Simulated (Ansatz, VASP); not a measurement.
NaSc: VASP beside Ansatz

```
Na Sc
1.0
     3.25573    0.00000    0.00000
    -1.62786    2.81954    0.00000
     0.00000    0.00000    6.06451
Na Sc
1 1
Direct
  0.00000 0.00000 0.50000
  0.33333 0.66667 0.00000
```

Change from the starting cell: species swapped into the MgAl type (P-6m2, No. 187).

Alike in both runs: task single point; functional PBE; k mesh 6 × 6 × 4; occupations gaussian, width 0.1 eV; collinear spin.

```csv
,VASP,Ansatz
version,VASP 6.6.1,Ansatz 0.2.0
potentials or method,"VASP PAW PBE potentials, release 64 (Na_pv, Sc_sv)","scalar-relativistic, plane waves, PAW"
plane-wave cutoff (eV),520,420
valence electrons in the cell,18,20
```

VASP gave:

- gap on the k mesh at the Fermi level (eV): none
- pressure (GPa): 0.1
- largest component of the traceless stress (GPa): 0.21
- net moment per atom (μB): 0.06
- size of the moment on the site where the two differ most (μB): 0.07

Question: Which values does Ansatz return?

Answer: gap on the k mesh at the Fermi level (eV): none; pressure (GPa): 0.1; largest component of the traceless stress (GPa): 0.21; net moment per atom (μB): 0.07; size of the moment on the site where the two differ most (μB): 0.09.

Site moments also hang on the region over which each program counts them. A gap of «none» marks a metal or a gap that the smearing closes. The two sets of potentials don't hold the same shells in valence.

Caveats: the k mesh is coarse (spacing up to 0.37 Å⁻¹), so the values aren't converged.
